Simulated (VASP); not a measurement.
# Be3Se2S (Imm2) in VASP: single point with r2SCAN

Aim: the single point of Be3Se2S with r2SCAN.

Everything below comes from runs of VASP 6.6.1. Logs are shortened: lines on timing, memory, paths and dates and some standing lists are left out, and cuts for length are marked.

### 1 The crystal as given

The structure is orthorhombic, space group Imm2 (No. 44). Conventional cell: a = 3.593 Å, b = 10.776 Å, c = 5.077 Å, α = 90.00°, β = 90.00°, γ = 90.00°. Be (site symmetry m) is surrounded by 1 S at 2.11 Å and 3 Se at 2.23 to 2.24 Å. Be (site symmetry mm2) is surrounded by 2 S at 2.15 Å and 2 Se at 2.24 Å. Se (site symmetry m) is surrounded by 4 Be at 2.23 to 2.24 Å. S (site symmetry mm2) has 4 Be at 2.11 to 2.15 Å as nearest neighbours.

The cell was built by a generator and needn't be a form met in nature.

### 2 Single point, r2SCAN

The input, INCAR:

```
  PREC = Accurate
  ENCUT = 520
  EDIFF = 1E-6
  ISMEAR = 0
  SIGMA = 0.03
  LREAL = F
  LASPH = T
  NELM = 150
  ALGO = Normal
  ISIF = 2
  LWAVE = F
  LCHARG = F
  METAGGA = R2SCAN
  LMIXTAU = T
  KPAR = 2
```

The input, KPOINTS:

```
Automatic mesh
0
Gamma
  8 8 8
```

The input, POSCAR:

```
Be3Se2S
1.0
   -1.7963300000      5.3878500000      2.5385700000
    1.7963300000     -5.3878500000      2.5385700000
    1.7963300000      5.3878500000     -2.5385700000
Be Se S
3 2 1
Direct
    0.4008870000      0.2410370000      0.1598490000
    0.0811880000      0.2410370000      0.8401510000
    0.7675170000      0.2675170000      0.5000000000
    0.3347920000      0.0002520000      0.3345400000
    0.6657120000      0.0002520000      0.6654600000
    0.9999070000      0.9999070000      0.0000000000
```

Potentials or basis: VASP PAW PBE potentials, release 64 (Be, Se, S).

Command:

```console
cat potpaw_PBE.64/Be/POTCAR potpaw_PBE.64/Se/POTCAR potpaw_PBE.64/S/POTCAR > POTCAR
mpirun -np 2 vasp_std > vasp.out
```

OUTCAR:

```text
PREC = Accurate
   ENCUT = 520
   EDIFF = 1E-6
   ISMEAR = 0
   LREAL = F
   LASPH = T
   NELM = 150
   ISIF = 2
   METAGGA = R2SCAN

 ion  position               nearest neighbor table
   1  0.401  0.241  0.160-   6 2.11   5 2.23   5 2.23   4 2.24
   2  0.081  0.241  0.840-   6 2.11   4 2.23   4 2.23   5 2.24
   3  0.768  0.268  0.500-   6 2.15   6 2.15   5 2.24   4 2.24
   4  0.335  0.000  0.335-   2 2.23   2 2.23   3 2.24   1 2.24
   5  0.666  0.000  0.665-   1 2.23   1 2.23   3 2.24   2 2.24
   6  1.000  1.000  0.000-   2 2.11   1 2.11   3 2.15   3 2.15

  LATTYP: Found a body centered orthorhombic cell.
 ALAT       =     3.5926600000
 B/A-ratio  =     1.4131980204
 C/A-ratio  =     2.9993653727

  Lattice vectors:

 A1 = (   1.7963300000,  -5.3878500000,  -2.5385700000)
 A2 = (  -1.7963300000,  -5.3878500000,   2.5385700000)
 A3 = (  -1.7963300000,   5.3878500000,  -2.5385700000)

Analysis of symmetry for initial positions (statically):
=====================================================================
 Subroutine PRICEL returns:
 Original cell was already a primitive cell.

 Routine SETGRP: Setting up the symmetry group for a
 body centered orthorhombic supercell.

 Subroutine GETGRP returns: Found  4 space group operations
 (whereof  4 operations were pure point group operations)
 out of a pool of  8 trial point group operations.

The static configuration has the point symmetry C_2v.

Analysis of symmetry for dynamics (positions and initial velocities):
=====================================================================
 Subroutine PRICEL returns:
 Original cell was already a primitive cell.

 Routine SETGRP: Setting up the symmetry group for a
 body centered orthorhombic supercell.

 Subroutine GETGRP returns: Found  4 space group operations
 (whereof  4 operations were pure point group operations)
 out of a pool of  8 trial point group operations.

The dynamic configuration has the point symmetry C_2v.

 Subroutine INISYM returns: Found  4 space group operations
 (whereof  4 operations are pure point group operations),
 and found     1 'primitive' translations

----------------------------------------------------------------------------------------

                                     Primitive cell

  volume of cell :      98.2767

  direct lattice vectors                    reciprocal lattice vectors
    -1.796330000  5.387850000  2.538570000     0.000000000  0.092801396  0.196961281
     1.796330000 -5.387850000  2.538570000     0.278345293  0.000000000  0.196961281
     1.796330000  5.387850000 -2.538570000     0.278345293  0.092801396  0.000000000

  length of vectors
     6.220937770  6.220937770  6.220937770     0.217728835  0.340983648  0.293407909

  position of ions in fractional coordinates (direct lattice)
     0.400887000  0.241037000  0.159849000
     0.081188000  0.241037000  0.840151000
     0.767517000  0.267517000  0.500000000
     0.334792000  0.000252000  0.334540000
     0.665712000  0.000252000  0.665460000
     0.999907000  0.999907000  0.000000000

  ion indices of the primitive-cell ions
   primitive index   ion index
                 1           1
                 2           2
                 3           3
                 4           4
                 5           5
                 6           6

----------------------------------------------------------------------------------------

 KPOINTS: Automatic mesh

Automatic generation of k-mesh.
 Grid dimensions read from file:
 generate k-points for:    8    8    8

 Generating k-lattice:

  Cartesian coordinates                     Fractional coordinates (reciprocal lattice)
     0.000000000  0.011600174  0.024620160     0.125000000 -0.000000000  0.000000000
     0.034793162  0.000000000  0.024620160    -0.000000000  0.125000000  0.000000000
     0.034793162  0.011600174  0.000000000     0.000000000  0.000000000  0.125000000

  Length of vectors
     0.027216104  0.042622956  0.036675989

  Shift w.r.t. Gamma in fractional coordinates (k-lattice)
     0.000000000  0.000000000  0.000000000

 Subroutine IBZKPT returns following result:
 ===========================================

 Found     95 irreducible k-points:

 Following reciprocal coordinates:
            Coordinates               Weight
  0.000000  0.000000  0.000000      1.000000
  0.125000  0.000000  0.000000      4.000000
  0.250000  0.000000  0.000000      4.000000
  0.375000  0.000000  0.000000      4.000000
  0.500000  0.000000  0.000000      2.000000
  0.000000  0.125000  0.000000      4.000000
[... 16 lines left out ...]
  0.125000  0.375000  0.000000      8.000000
  0.250000  0.375000  0.000000      8.000000
 [... further k-points ...]
   k-points           NKPTS =     95   k-points in BZ     NKDIM =     95   number of bands    NBANDS=     16
   number of dos      NEDOS =    301   number of ions     NIONS =      6
   total plane-waves  NPLWV = 110592
   dimension x,y,z NGX =    48 NGY =   48 NGZ =   48
   dimension x,y,z NGXF=    96 NGYF=   96 NGZF=   96
   ions per type =               3   2   1
   NGX,Y,Z   is equivalent  to a cutoff of  12.83, 12.83, 12.83 a.u.
   NGXF,Y,Z  is equivalent  to a cutoff of  25.65, 25.65, 25.65 a.u.
 SYSTEM =  unknown system
   PREC   = accura    normal or accurate (medium, high low for compatibility)
   ISTART =      0    job   : 0-new  1-cont  2-samecut
   ICHARG =      2    charge: 1-file 2-atom 10-const
   ISPIN  =      1    spin polarized calculation?
   LNONCOLLINEAR =      F non collinear calculations
   LSORBIT =      F    spin-orbit coupling
   LASPH  =      T    aspherical Exc in radial PAW
   ENCUT  =  520.0 eV  38.22 Ry    6.18 a.u.  11.57 11.57 11.57*2*pi/ulx,y,z
   NELM   =    150;   NELMIN=  2; NELMDL= -5     # of ELM steps
   EDIFF  = 0.1E-05   stopping-criterion for ELM
   LREAL  =      F    real-space projection
   EDIFFG = 0.1E-04   stopping-criterion for IOM
   NSW    =      0    number of steps for IOM
   IBRION =     -1    ionic relax: 0-MD 1-quasi-New 2-CG
   NFREE  =      0    steps in history (QN), initial steepest desc. (CG)
   ISIF   =      2    stress and relaxation
   ISYM   =      2    0-nonsym 1-usesym 2-fastsym
   POTIM  = 0.5000    time-step for ionic-motion
   TEBEG  =    0.0;   TEEND  =   0.0 temperature during run
   PSTRESS=    0.0 pullay stress
   NELECT =      24.0000    total number of electrons
   NUPDOWN=      -1.0000    fix difference up-down
   EMIN   =  10.00;   EMAX   =-10.00  energy-range for DOS
   EFERMI =   0.00;   METHOD = LEGACY
   ISMEAR =     0;   SIGMA  =   0.03  broadening in eV -4-tet -1-fermi 0-gaus
   EFERMI_NEDOS =   21; number of points for ismear=-14 and -15
   IALGO  =     38    algorithm
   IMIX   =      4    mixing-type and parameters
     AMIX     =   0.40;   BMIX     =  1.00
     AMIX_MAG =   1.60;   BMIX_MAG =  1.00
  volume/ion in A,a.u.               =      16.38       110.53
  Fermi-wavevector in a.u.,A,eV,Ry     =   1.023281  1.933721 14.246720  1.047104
  Thomas-Fermi vector in A             =   2.157006
   LORBIT       =      0    0 simple, 1 ext, 2 COOP (PROOUT), +10 PAW based schemes
   METAGGA = R2SCAN    functional components
   LHFCALC =     F    Hartree Fock is set to
   AEXX    =    0.0000 exact exchange contribution
   IVDW    =     0    specifies the selected vdW correction
   LEPSILON=     F    determine dielectric tensor
   LRPA    =     F    only Hartree local field effects (RPA)
 non-spin polarized calculation
 Gauss-broadening in eV      SIGMA  =   0.03
  energy-cutoff  :      520.00
  volume of cell :       98.28
 maximum number of plane-waves:      2671
 NGX is ok and might be reduce to    48
   NGX = 23   NGY = 23   NGZ = 23

 number of electron      23.9999999 magnetization

 Free energy of the ion-electron system (eV)
  ---------------------------------------------------
  ext. energy  EPLUGINS =         0.00000000
  ---------------------------------------------------
  free energy    TOTEN  =       -55.78461400 eV

  energy without entropy =      -55.78461400  energy(sigma->0) =      -55.78461400

 E-fermi :   3.4727     XC(G=0):  -9.8808

 val. band max:        3.3147390427   @ k =   0.0000   0.0000   0.0000
 cond. band min:       6.4564537299   @ k =   0.5000   0.5000   0.5000
 fundamental gap:      3.1417146873
 Fermi energy:         3.4727353676

 k-point     1 :       0.0000    0.0000    0.0000
  band No.  band energies     occupation
      1     -11.0093      2.00000
      2      -9.2891      2.00000
      3      -9.0429      2.00000
      4      -1.5496      2.00000
      5      -1.4164      2.00000
      6      -0.9857      2.00000
[... 8 lines left out ...]
     15       8.6792      0.00000
     16       8.9953      0.00000

 k-point     2 :       0.1250    0.0000    0.0000
  band No.  band energies     occupation
      1     -10.9418      2.00000
      2      -9.3512      2.00000
      3      -9.0885      2.00000
      4      -1.8639      2.00000
      5      -1.7292      2.00000
      6      -0.4937      2.00000
[... 8 lines left out ...]
     15       8.7818      0.00000
     16       9.1169      0.00000

 k-point     3 :       0.2500    0.0000    0.0000
  band No.  band energies     occupation
      1     -10.7458      2.00000
      2      -9.4870      2.00000
      3      -9.2539      2.00000
      4      -2.2572      2.00000
      5      -1.7705      2.00000
      6       0.2148      2.00000
[... 8 lines left out ...]
     15       8.9256      0.00000
     16       9.4531      0.00000
[... 362 lines left out ...]
 k-point    23 :       0.1250    0.3750    0.0000
  band No.  band energies     occupation
      1      -9.7197      2.00000
      2      -9.3500      2.00000
      3      -9.1183      2.00000
      4      -2.2487      2.00000
      5      -1.6966      2.00000
      6      -1.4364      2.00000
[... 8 lines left out ...]
     15       9.2538      0.00000
     16       9.8292      0.00000

 k-point    24 :       0.2500    0.3750    0.0000
  band No.  band energies     occupation
      1      -9.6665      2.00000
      2      -9.4045      2.00000
      3      -9.1498      2.00000
      4      -2.3047      2.00000
      5      -1.6225      2.00000
      6      -1.4505      2.00000
[... 8 lines left out ...]
     15       9.3436      0.00000
     16       9.6538      0.00000

 [... further k-points ...]

------------------------ aborting loop because EDIFF is reached ----------------------------------------

  FORCE on cell =-STRESS in cart. coord.  units (eV):
  Direction    XX          YY          ZZ          XY          YZ          ZX
  --------------------------------------------------------------------------------------
  -------------------------------------------------------------------------------------
  Total       -0.3144034     -0.3063804     -0.3235523      0.0000000      0.0000000      0.0000000
  in kB       -5.1256270     -4.9948319     -5.2747795      0.0000000      0.0000000      0.0000000
  external PRESSURE =      -5.1317461 kB  Pullay stress =       0.0000000 kB

 VOLUME and BASIS-vectors are now :
 -----------------------------------------------------------------------------
  energy-cutoff  :      520.00
  volume of cell :       98.28
      direct lattice vectors                 reciprocal lattice vectors
    -1.796330000  5.387850000  2.538570000     0.000000000  0.092801396  0.196961281
     1.796330000 -5.387850000  2.538570000     0.278345293  0.000000000  0.196961281
     1.796330000  5.387850000 -2.538570000     0.278345293  0.092801396  0.000000000

 POSITION                                       TOTAL-FORCE (eV/Angst)
 -----------------------------------------------------------------------------------
     -0.00000      1.72249      1.22378        -0.000000      0.022298      0.024567
      1.79633      3.66537     -1.31479         0.000000     -0.022298      0.024567
     -0.00000      5.38785      1.35822        -0.000000      0.000000     -0.042787
      0.00000      3.60490      0.00128         0.000000      0.005129     -0.003556
      0.00000      7.17080      0.00128         0.000000     -0.005129     -0.003556
      0.00000      0.00000      5.07667         0.000000     -0.000000      0.000765
 -----------------------------------------------------------------------------------
    total drift:                               -0.000006      0.000085      0.000003

  FREE ENERGIE OF THE ION-ELECTRON SYSTEM (eV)
  ---------------------------------------------------
  free  energy   TOTEN  =       -55.7846140018 eV

  energy  without entropy=      -55.7846140018  energy(sigma->0) =      -55.78461400
```

Wall time 10 min (2 MPI ranks of Intel Xeon Platinum 8259CL at 2.50GHz (Skylake/Cascade Lake), shared host); peak memory 0.46 GiB.

Results:

| Quantity | Value |
| --- | --- |
| Free energy | -55.7846 eV |
| Pressure | -0.5 GPa |
| Largest force | 0.043 eV/Å |
| Band gap on the k mesh | 3.14 eV, indirect (least direct gap 3.31 eV) |

Forces on the atoms (eV/Å):
```
Be   0.000  0.022  0.025
Be   0.000 -0.022  0.025
Be   0.000  0.000 -0.043
Se   0.000  0.005 -0.004
Se   0.000 -0.005 -0.004
S    0.000  0.000  0.001
```

Caveat: the PAW data sets were made with another functional, which shifts forces and pressure a little. A k mesh can miss the band edges.
